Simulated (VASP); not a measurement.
VASP runs on CaPd₅ (space group P6/mmm) share one base input (PBEsol GGA, plane waves, VASP's PBE PAW potentials (set 64)) and change the settings named in each case.

**KPOINTS**
```
Automatic mesh
0
Gamma
7 7 7
0 0 0
```

**POSCAR**
```
CaPd5
1
    5.1470000000     0.0000000000     0.0000000000
   -2.5735000000     4.4574330000     0.0000000000
    0.0000000000     0.0000000000     4.2240000000
Ca Pd
1 5
Direct
  0.0000000000   0.0000000000   0.0000000000
  0.5000000000   0.0000000000   0.5000000000
  0.5000000000   0.5000000000   0.5000000000
  0.0000000000   0.5000000000   0.5000000000
  0.3333330000   0.6666670000   0.0000000000
  0.6666670000   0.3333330000   0.0000000000
```

INCAR:
```
! general
SYSTEM  = CaPd5
PREC    = Accurate
ENCUT   = 300
LREAL   = F   ! projection in real space or not
LASPH   = T   ! aspherical one-centre terms

! electronic loop
EDIFF   = 1E-6   ! SCF stop (eV)
NELM    = 100
ALGO    = Normal   ! blocked Davidson
LMAXMIX = 4

! smearing
ISMEAR  = -1   ! Fermi-Dirac
SIGMA   = 0.1   ! width (eV)

! functional
GGA     = PS   ! PBEsol

! ions
ISIF    = 2   ! forces and stress, cell fixed

! output
LWAVE   = F
LCHARG  = F
```

POTCAR, in this order: Ca_sv Pd (PBE.64 set). Program: vasp_std.

```tsv
change	E(σ→0) (eV/atom)	pressure (GPa)	−TS (eV)
base run	-5.6186	13.48	-0.1531
GGA removed, POTCAR Ca_sv Pd (LDA.64 set)	-6.1190	(withheld)	(withheld)
GGA_COMPAT = .FALSE., LNONCOLLINEAR = .TRUE., LSORBIT = .TRUE., MAGMOM = 0.0 0.0 0.0 0.0 0.0 0.0 0.0 0.0 0.0 0.0 0.0 0.0 0.0 0.0 0.0 0.0 0.0 0.0, program vasp_ncl	-5.6496	(withheld)	(withheld)
KPOINTS 1×1×1 Γ-centred mesh	-5.0195	28.24	-0.0495
```

Complete the blanks.

- GGA removed, POTCAR Ca_sv Pd (LDA.64 set), pressure (GPa): 8.87
- GGA removed, POTCAR Ca_sv Pd (LDA.64 set), −TS (eV): -0.1530
- GGA_COMPAT = .FALSE., LNONCOLLINEAR = .TRUE., LSORBIT = .TRUE., MAGMOM = 0.0 0.0 0.0 0.0 0.0 0.0 0.0 0.0 0.0 0.0 0.0 0.0 0.0 0.0 0.0 0.0 0.0 0.0, program vasp_ncl, pressure (GPa): 13.51
- GGA_COMPAT = .FALSE., LNONCOLLINEAR = .TRUE., LSORBIT = .TRUE., MAGMOM = 0.0 0.0 0.0 0.0 0.0 0.0 0.0 0.0 0.0 0.0 0.0 0.0 0.0 0.0 0.0 0.0 0.0 0.0, program vasp_ncl, −TS (eV): -0.1538

Energies of different potentials or functionals have different zeros.  At 300 eV the pressure can carry a Pulay error.

Left out are runs that ran out of time, are held back, or changed the cell or the kind of run, fixed moments of cells without a moment, rows past the twelfth, gaps on odd meshes, pressures of charged cells and columns that move by less than the noise.

The structure comes from a measured CaPd5 entry of the Crystallography Open Database, whose conditions weren't checked. The cell was not relaxed at this level.
